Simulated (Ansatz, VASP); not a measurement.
One calculation of OsF, two programs

```
Os F
1.0
     3.77813    0.00000    0.00000
    -1.88907    3.27196    0.00000
     0.00000    0.00000    3.97395
Os F
2 2
Direct
  0.33333 0.66667 0.75000
  0.66667 0.33333 0.25000
  0.00000 0.00000 0.00000
  0.00000 0.00000 0.50000
```

Alike in both runs: functional PBE; k mesh 15 × 15 × 12; occupations gaussian, width 0.1 eV; no spin polarisation.

Ansatz relaxed the structure, and its values are those at the end. VASP's run is a single point on that final structure, the one shown.

|  | VASP | Ansatz |
| --- | --- | --- |
| version | VASP 6.6.1 | Ansatz 0.2.0 |
| potentials or method | VASP PAW PBE potentials, release 64 (Os, F) | scalar-relativistic, plane waves, PAW |
| plane-wave cutoff (eV) | 520 | 420 |
| valence electrons in the cell | 30 | 46 |

Ansatz gave:

* gap on the k mesh at the Fermi level (eV): none
* pressure (GPa): 0.0

Q: Which values does VASP return?

A: gap on the k mesh at the Fermi level (eV): none; pressure (GPa): -0.2.

A gap of «none» marks a metal or a gap that the smearing closes. The functional is the same, so the differences come from potentials, cutoffs and numerics. The two sets of potentials don't hold the same shells in valence.

Spin-orbit coupling is left out, which matters for the levels of Os.
